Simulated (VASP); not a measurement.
## AlP (relaxed from the NiAs type structure, space group P6_3/mmc): computed properties

Computed with PBE GGA, VASP's PBE PAW potentials (set 64) (plane waves; VASP 6.6.1).

```yaml
space_group: P6_3/mmc (194)
cell: a = 3.596 Å, b = 3.596 Å, c = 5.793 Å, α = 90.00°, β = 90.00°, γ = 120.00°
volume_per_atom: 16.22 Å³/atom
band gap (over mesh and band path): none (metal, semimetal or under 0.01 eV)
density: 2.97 g/cm³
```

```
AlP
1.0
    3.59645     0.00000     0.00000
   -1.79822     3.11462     0.00000
    0.00000     0.00000     5.79275
Al P
2 2
Direct
  0.00000   0.00000   0.00000
  0.00000   0.00000   0.50000
  0.33333   0.66667   0.25000
  0.66667   0.33333   0.75000
```

The structure was generated: AlP was put into the NiAs type type (P6_3/mmc), which need not be its known phase. It was relaxed first, which changed the volume by +12 %. Symmetry was kept, so distortions that lower it aren't found.
